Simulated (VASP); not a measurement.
GaAu:

```
CELL_PARAMETERS angstrom
6.26700 0.00000 0.00000
0.00000 3.42100 0.00000
0.00000 0.00000 6.39700
ATOMIC_POSITIONS crystal
Ga 0.80500 0.75000 0.59000
Ga 0.19500 0.25000 0.41000
Ga 0.69500 0.25000 0.09000
Ga 0.30500 0.75000 0.91000
Au 0.99000 0.75000 0.18400
Au 0.01000 0.25000 0.81600
Au 0.51000 0.25000 0.68400
Au 0.49000 0.75000 0.31600
```

```yaml
Program: VASP 6.6.1
Task: relaxation of cell and atoms
Functional: PBEsol
Potentials_or_basis: VASP PAW PBE potentials, release 64 (Ga_d, Au)
Cutoff: 600 eV
k_mesh: 6 × 12 × 6
Occupations: methfessel-paxton, width 0.1 eV
Spin: no spin polarisation
```

At the start: pressure 3.5 GPa; volume 17.14 Å³/atom.

Q: How do energy, volume and symmetry change on relaxing?

A: Over 24 steps the energy falls by 47.3 meV/atom and the volume is 17.37 Å³/atom (+1.3 %); space group Pnma (No. 62, to 0.05 Å).

The path:
| step | energy change (eV) | largest force (eV/Å) | pressure (GPa) | volume (Å³) |
| --- | --- | --- | --- | --- |
| 1 | 0.0000 | 0.8890 | 3.49 | 137.15 |
| 2 | -0.1735 | 0.4133 | -3.39 | 144.68 |
| 3 | -0.1771 | 0.4623 | -2.58 | 143.62 |
| 4 | -0.2899 | 0.3210 | -0.61 | 140.61 |
| 5 | -0.3056 | 0.2328 | 0.54 | 139.13 |
| 6 | -0.3389 | 0.1450 | 0.15 | 139.46 |
| 7 | -0.3526 | 0.1108 | -0.19 | 139.75 |
| 8 | -0.3537 | 0.1201 | -0.31 | 139.86 |
| 9 | -0.3704 | 0.1203 | 0.17 | 139.06 |
| 10 | -0.3716 | 0.1227 | 0.34 | 138.77 |
| 11 | -0.3741 | 0.0432 | -0.51 | 139.68 |
| 12 | -0.3744 | 0.0600 | -0.26 | 139.48 |
| 13 | -0.3763 | 0.0422 | -0.01 | 139.02 |
| 14 | -0.3765 | 0.0522 | 0.19 | 138.82 |
| 15 | -0.3776 | 0.0319 | -0.08 | 139.05 |
| 16 | -0.3776 | 0.0271 | -0.11 | 139.10 |
| 17 | -0.3781 | 0.0086 | 0.13 | 138.81 |
| 18 | -0.3781 | 0.0036 | 0.09 | 138.85 |
| 19 | -0.3782 | 0.0146 | -0.09 | 139.06 |
| 20 | -0.3782 | 0.0106 | -0.02 | 139.00 |
| 21 | -0.3782 | 0.0122 | -0.05 | 139.01 |
| 22 | -0.3782 | 0.0101 | -0.02 | 139.01 |
| 23 | -0.3782 | 0.0102 | -0.02 | 139.00 |
| 24 | -0.3782 | 0.0049 | -0.04 | 138.97 |

Final structure:
```yaml
crystal:
  lattice:
    - [6.09354, 0.00000, 0.00000]
    - [0.00000, 3.59283, 0.00000]
    - [0.00000, 0.00000, 6.34777]
  atoms:
    - { symbol: Ga, position: [0.82306, 0.75000, 0.57415] }
    - { symbol: Ga, position: [0.17694, 0.25000, 0.42585] }
    - { symbol: Ga, position: [0.67694, 0.25000, 0.07415] }
    - { symbol: Ga, position: [0.32306, 0.75000, 0.92585] }
    - { symbol: Au, position: [0.99300, 0.75000, 0.18574] }
    - { symbol: Au, position: [0.00700, 0.25000, 0.81426] }
    - { symbol: Au, position: [0.50700, 0.25000, 0.68574] }
    - { symbol: Au, position: [0.49300, 0.75000, 0.31426] }
```

Caveat: the PAW data sets were made with another functional, which shifts forces and pressure a little.
